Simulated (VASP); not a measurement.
An input for Quantum ESPRESSO's pw.x (written as the equivalent of a VASP run, and not itself run):

```
&CONTROL
  calculation = 'vc-relax'
  pseudo_dir = './pseudo'
  outdir = './out'
  tprnfor = .true.
  tstress = .true.
  nstep = 60
  forc_conv_thr = 0.00039
/
&SYSTEM
  ibrav = 0
  nat = 2
  ntyp = 1
  ecutwfc = 66
  occupations = 'smearing'
  smearing = 'methfessel-paxton'
  degauss = 0.00735
  input_dft = 'vdw-df-cx'
/
&ELECTRONS
  conv_thr = 7.3e-08
  electron_maxstep = 100
/
&IONS
/
&CELL
/
ATOMIC_SPECIES
  Zr 91.224 Zr.upf
CELL_PARAMETERS angstrom
     1.6150000   -2.7972620    0.0000000
     1.6150000    2.7972620    0.0000000
     0.0000000    0.0000000    5.1500000
ATOMIC_POSITIONS crystal
  Zr   0.3333330  0.6666670  0.2500000
  Zr   0.6666670  0.3333330  0.7500000
K_POINTS automatic
  12 12 7 0 0 0
```

Translate this input to VASP (INCAR, KPOINTS, POSCAR, choice of POTCAR).

This is not unique; one that fits is 
### INCAR
```
# general
SYSTEM   = Zr
PREC     = Accurate
ENCUT    = 520   # plane-wave cut-off (eV)
LREAL    = .False.   # projection in real space or not
LASPH    = .True.   # aspherical one-centre terms

# electronic loop
EDIFF    = 1E-6   # SCF stop (eV)
NELM     = 100
ALGO     = Normal
LMAXMIX  = 4   # l cut-off of mixed one-centre charges

# smearing
ISMEAR   = 1   # Methfessel-Paxton
SIGMA    = 0.1   # width (eV)

# functional
GGA      = CX
LUSE_VDW = .True.
AGGAC    = 0.0

# ions
IBRION   = 2
NSW      = 60
ISIF     = 3
EDIFFG   = -0.01

# output
LWAVE    = .False.
LCHARG   = .False.
```

POSCAR:
```
Zr
1
    1.6150000000    -2.7972620000     0.0000000000
    1.6150000000     2.7972620000     0.0000000000
    0.0000000000     0.0000000000     5.1500000000
Zr
2
Direct
  0.3333330000   0.6666670000   0.2500000000
  0.6666670000   0.3333330000   0.7500000000
```

File KPOINTS:
```
K-points
0
G
  12 12 7
0 0 0
```

POTCAR, in this order: Zr_sv (PBE.64 set). Program: vasp_std.

Limits of the translation: the potentials are each code's own (VASP's PAW set, PseudoDojo norm-conserving files in pw.x), so ENCUT and ecutwfc are chosen apart and not converted; conv_thr bounds pw.x's estimated SCF error, while EDIFF bounds the energy change between steps; forc_conv_thr acts on force components and is met together with etot_conv_thr.

The compound is Zr in the hcp structure. This run relaxes it. Symmetry was kept, so distortions that lower it aren't found.
